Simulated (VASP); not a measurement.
Output of a VASP run:

**OUTCAR**
```
 ion  position               nearest neighbor table
   1  0.750  0.750  0.750-   6 2.59   5 2.59   6 2.59   5 2.59   3 2.79   4 2.79   4 2.86   4 2.86
                             3 2.86   3 2.86
   2  0.500  0.500  0.500-   3 2.59   4 2.59   3 2.59   4 2.59   5 2.79   6 2.79   5 2.86   5 2.86
                             6 2.86   6 2.86
   3  0.081  0.419  0.081-   2 2.59   2 2.59   5 2.60   5 2.60   1 2.79   4 2.83   4 2.83   4 2.84
                             1 2.86   1 2.86
   4  0.419  0.081  0.419-   2 2.59   2 2.59   6 2.60   6 2.60   1 2.79   3 2.83   3 2.83   3 2.84
                             1 2.86   1 2.86
   5  0.169  0.831  0.169-   1 2.59   1 2.59   3 2.60   3 2.60   2 2.79   6 2.83   6 2.83   6 2.84
                             2 2.86   2 2.86
   6  0.831  0.169  0.831-   1 2.59   1 2.59   4 2.60   4 2.60   2 2.79   5 2.83   5 2.83   5 2.84
                             2 2.86   2 2.86
  LATTYP: Found a face centered orthorhombic cell.
 ALAT       =     4.9515176592
 B/A-ratio  =     1.7016982209
 C/A-ratio  =     1.7484881414
 Subroutine PRICEL returns:
 Original cell was already a primitive cell.
 Subroutine GETGRP returns: Found  8 space group operations
The static configuration has the point symmetry D_2 .
 The point group associated with its full space group is D_2h.
The dynamic configuration has the point symmetry D_2 .
 Subroutine INISYM returns: Found  8 space group operations
 Subroutine IBZKPT returns following result:
 Found    125 irreducible k-points:

 Following reciprocal coordinates:
            Coordinates               Weight
  0.000000  0.000000  0.000000      1.000000
  0.111111  0.000000 -0.000000      8.000000
  0.222222  0.000000 -0.000000      8.000000
  0.333333  0.000000  0.000000      8.000000
  0.444444  0.000000 -0.000000      8.000000
  0.111111  0.111111  0.000000      2.000000
  0.222222  0.111111 -0.000000      8.000000
  0.333333  0.111111 -0.000000      8.000000
  0.444444  0.111111  0.000000      8.000000
 -0.444444  0.111111  0.000000      8.000000
 -0.333333  0.111111  0.000000      8.000000
 -0.222222  0.111111  0.000000      8.000000
 -0.111111  0.111111  0.000000      4.000000
  0.222222  0.222222  0.000000      2.000000
  0.333333  0.222222 -0.000000      8.000000
  0.444444  0.222222 -0.000000      8.000000
 -0.444444  0.222222 -0.000000      8.000000
 -0.333333  0.222222  0.000000      8.000000
 -0.222222  0.222222  0.000000      4.000000
  0.333333  0.333333  0.000000      2.000000
  0.444444  0.333333  0.000000      8.000000
 -0.444444  0.333333  0.000000      8.000000
 -0.333333  0.333333  0.000000      4.000000
  0.444444  0.444444  0.000000      2.000000
 -0.444444  0.444444  0.000000      4.000000
  0.111111  0.000000  0.111111      2.000000
  0.222222  0.000000  0.111111      8.000000
  0.333333  0.000000  0.111111      8.000000
  0.444444  0.000000  0.111111      8.000000
 -0.444444 -0.000000  0.111111      8.000000
 -0.333333  0.000000  0.111111      8.000000
 -0.222222 -0.000000  0.111111      8.000000
 -0.111111  0.000000  0.111111      4.000000
  0.000000  0.111111  0.111111      2.000000
  0.222222  0.111111  0.111111      4.000000
  0.333333  0.111111  0.111111      8.000000
  0.444444  0.111111  0.111111      8.000000
 -0.444444  0.111111  0.111111      8.000000
 -0.333333  0.111111  0.111111      8.000000
 -0.222222  0.111111  0.111111      8.000000
   k-points           NKPTS =    125   k-points in BZ     NKDIM =    125   number of bands    NBANDS=     48
   number of dos      NEDOS =    601   number of ions     NIONS =      6
   total plane-waves  NPLWV =  46080
   dimension x,y,z NGX =    40 NGY =   36 NGZ =   32
   dimension x,y,z NGXF=    80 NGYF=   72 NGZF=   64
   ions per type =               2   4
   PREC   = accura    normal or accurate (medium, high low for compatibility)
   ISTART =      0    job   : 0-new  1-cont  2-samecut
   ICHARG =      2    charge: 1-file 2-atom 10-const
   ISPIN  =      1    spin polarized calculation?
   LNONCOLLINEAR =      F non collinear calculations
...
```

**OSZICAR**
```
       N       E                     dE             d eps       ncg     rms          rms(c)
DAV:   1     0.846179046492E+03    0.84618E+03   -0.32243E+04 14840   0.383E+03
DAV:   2     0.121169361942E+03   -0.72501E+03   -0.70063E+03 12024   0.888E+02
DAV:   3    -0.283727958247E+02   -0.14954E+03   -0.14518E+03 14352   0.243E+02
DAV:   4    -0.436340728807E+02   -0.15261E+02   -0.15039E+02 16848   0.762E+01
DAV:   5    -0.444576724188E+02   -0.82360E+00   -0.82163E+00 15696   0.162E+01    0.164E+01
DAV:   6    -0.419065237082E+02    0.25511E+01   -0.29699E+01 17016   0.277E+01    0.632E+00
DAV:   7    -0.411582451447E+02    0.74828E+00   -0.75281E+00 14736   0.161E+01    0.412E+00
DAV:   8    -0.410514038437E+02    0.10684E+00   -0.79897E-01 14208   0.541E+00    0.740E-01
DAV:   9    -0.410505390679E+02    0.86478E-03   -0.10910E-01 15272   0.285E+00    0.474E-01
DAV:  10    -0.410509966378E+02   -0.45757E-03   -0.57192E-03 15720   0.561E-01    0.193E-01
DAV:  11    -0.410510103900E+02   -0.13752E-04   -0.10467E-03 15968   0.229E-01    0.725E-02
DAV:  12    -0.410510159220E+02   -0.55320E-05   -0.22964E-04 15304   0.104E-01    0.740E-03
DAV:  13    -0.410510156605E+02    0.26148E-06   -0.11341E-05 14904   0.322E-02    0.397E-03
DAV:  14    -0.410510175000E+02   -0.18395E-05   -0.11108E-06 14200   0.702E-03    0.654E-04
DAV:  15    -0.410510172431E+02    0.25687E-06   -0.84293E-08  8656   0.293E-03    0.458E-04
DAV:  16    -0.410510172771E+02   -0.33981E-07   -0.18964E-08  8512   0.125E-03
   1 F= -.41051017E+02 E0= -.41051017E+02  d E =0.000000E+00
```

### OUTCAR
```
------------------------ aborting loop because EDIFF is reached ----------------------------------------
  FORCE on cell =-STRESS in cart. coord.  units (eV):
  Direction    XX          YY          ZZ          XY          YZ          ZX
  --------------------------------------------------------------------------------------
  Total       -0.0789182      0.2965920     -0.3182299      0.0000000      0.0000000      0.0000000
  in kB       -1.4001916      5.2622289     -5.6461358      0.0000000      0.0000000      0.0000000
  external PRESSURE =      -0.5946995 kB  Pullay stress =       0.0000000 kB
  volume of cell :       90.30
      direct lattice vectors                 reciprocal lattice vectors
     0.000000000  4.212994396  4.328834954    -0.201958282  0.118680433  0.115504519
     2.475758830  0.000000000  4.328834954     0.201958282 -0.118680433  0.115504519
     2.475758830  4.212994396  0.000000000     0.201958282  0.118680433 -0.115504519
 POSITION                                       TOTAL-FORCE (eV/Angst)
 -----------------------------------------------------------------------------------
      3.71364      6.31949      6.49325        -0.000000     -0.000000     -0.000000
      2.47576      4.21299      4.32883        -0.000000     -0.000000      0.000000
      1.23788      0.68416      2.16442         0.000000     -0.024047     -0.000000
      1.23788      3.52884      2.16442         0.000000      0.024047     -0.000000
      2.47576      1.42234      4.32883         0.000000      0.024047      0.000000
      2.47576      7.00365      4.32883         0.000000     -0.024047      0.000000
 -----------------------------------------------------------------------------------
    total drift:                               -0.000000     -0.000000      0.000000
  FREE ENERGIE OF THE ION-ELECTRON SYSTEM (eV)
  ---------------------------------------------------
  free  energy   TOTEN  =       -41.0510172771 eV

  energy  without entropy=      -41.0510172771  energy(sigma->0) =      -41.05101728

 total charge

# of ion       s       p       d       tot
------------------------------------------
    1        2.160   6.137   2.073  10.370
    2        2.160   6.137   2.073  10.370
    3        1.168   1.240  10.064  12.472
    4        1.168   1.240  10.064  12.472
    5        1.168   1.240  10.064  12.472
    6        1.168   1.240  10.064  12.472
--------------------------------------------------
tot          8.992  17.234  44.402  70.627

 Electric field gradients after diagonalization (V/A^2)
 (convention: |V_zz| > |V_xx| > |V_yy|)
----------------------------------------------------------------------
 ion       V_xx      V_yy      V_zz     asymmetry (V_yy - V_xx)/ V_zz
----------------------------------------------------------------------
   1       7.875     6.467   -14.342       0.098
   2       7.875     6.467   -14.342       0.098
   3      71.547    24.229   -95.776       0.494
   4      71.545    24.229   -95.774       0.494
   5      71.547    24.229   -95.776       0.494
   6      71.545    24.229   -95.774       0.494
```
(Selected blocks of OUTCAR.)

### POSCAR
```
TiGe2
1
    0.0000000000     4.2129943957     4.3288349544
    2.4757588296     0.0000000000     4.3288349544
    2.4757588296     4.2129943957     0.0000000000
Ti Ge
2 4
Direct
  0.7500000000   0.7500000000   0.7500000000
  0.5000000000   0.5000000000   0.5000000000
  0.0811958543   0.4188041457   0.0811958543
  0.4188041457   0.0811958543   0.4188041457
  0.1688041457   0.8311958543   0.1688041457
  0.8311958543   0.1688041457   0.8311958543
```

**Question.** Reconstruct the remaining input files.

**Answer.** Several could match; the one computed here: the input of the run itself, LDA (Ceperley-Alder, Perdew-Zunger), plane waves, VASP's LDA PAW potentials (set 64).

### INCAR
```
! general
SYSTEM  = TiGe2
PREC    = Accurate
ENCUT   = 400
LREAL   = F
LASPH   = T

! electronic loop
EDIFF   = 1E-7
NELM    = 100
ALGO    = Normal
LMAXMIX = 4

! smearing
ISMEAR  = -5

! ions
ISIF    = 2

! output
LWAVE   = F
LCHARG  = T
LORBIT  = 11
NEDOS   = 601

! other
LEFG    = T
```

**KPOINTS**
```
Automatic mesh
0
Gamma
9 9 9
0 0 0
```

POTCAR, in this order: Ti_sv Ge_d (LDA.64 set). Program: vasp_std.

For a metal the tetrahedron method with Blöchl corrections gives inexact stress and forces.

The structure comes from a computed database's TiGe2 entry (Fddd); how it stands against other phases isn't given here. It was relaxed first.
